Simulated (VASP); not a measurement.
Method: PBEsol GGA, VASP's PBE PAW potentials (set 64) (plane waves; VASP 6.6.1).

The input files of a VASP run:

File KPOINTS:
```
Automatic mesh
0
Gamma
10 10 6
0 0 0
```

### INCAR
```
LASPH = .True.   ! aspherical one-centre terms
NEDOS = 601   ! DOS grid
EDIFF = 1E-7   ! SCF stop (eV)
LEFG = .True.
ISPIN = 2   ! spin-polarised
ENCUT = 400   ! plane-wave cut-off (eV)
MAGMOM = 4.3 4.3 0.1 0.1
LMAXMIX = 4   ! l cut-off of mixed one-centre charges
GGA = PS   ! PBEsol
ISMEAR = -5   ! tetrahedra, Bloechl
NELM = 100   ! most electronic steps
LORBIT = 11   ! lm-projected
LWAVE = .False.
SYSTEM = MnS
LREAL = .False.   ! projection in real space or not
LCHARG = .True.
PREC = Accurate
ALGO = Normal   ! blocked Davidson
ISIF = 2
```

File POSCAR:
```
MnS
1
    3.9289709151    -0.0000000072    -0.0000000000
   -1.9644849699     3.4025880819     0.0000000000
    0.0000000000     0.0000000000     6.3261609685
Mn S
2 2
Direct
  0.6666670000   0.3333330000   0.0021251727
  0.3333330000   0.6666670000   0.5021251727
  0.6666670000   0.3333330000   0.6230748273
  0.3333330000   0.6666670000   0.1230748273
```

POTCAR, in this order: Mn_pv S (PBE.64 set). Program: vasp_std.

The moments were started parallel, and other spin orders were not tried in this run.

### Question
Estimate the energy per atom (σ→0), cell moment, band gap (on the k-mesh).

### Answer

* **energy per atom (σ→0)**: -7.384 eV/atom
* **cell moment**: 9.83 μB
* **band gap (on the k-mesh)**: none (metal, semimetal or under 0.01 eV)

### OSZICAR
```
...
DAV:  13    -0.295365399872E+02   -0.38416E-04   -0.28021E-05  6864   0.361E-02    0.833E-02
DAV:  14    -0.295365258946E+02    0.14093E-04   -0.27349E-05  6300   0.333E-02    0.242E-02
DAV:  15    -0.295365082870E+02    0.17608E-04   -0.39343E-06  6926   0.139E-02    0.500E-03
DAV:  16    -0.295365142652E+02   -0.59781E-05   -0.49200E-07  5563   0.584E-03    0.208E-03
DAV:  17    -0.295365141605E+02    0.10466E-06   -0.35875E-07  5512   0.291E-03    0.144E-03
DAV:  18    -0.295365127105E+02    0.14500E-05   -0.24064E-08  3881   0.128E-03    0.440E-04
DAV:  19    -0.295365127946E+02   -0.84149E-07   -0.55353E-09  3279   0.455E-04
   1 F= -.29536513E+02 E0= -.29536513E+02  d E =0.000000E+00  mag=     9.8329
```

The structure was generated: MnS was put into the wurtzite type (P6_3mc), which need not be its known phase. It was relaxed first, which changed the volume by -5 %.
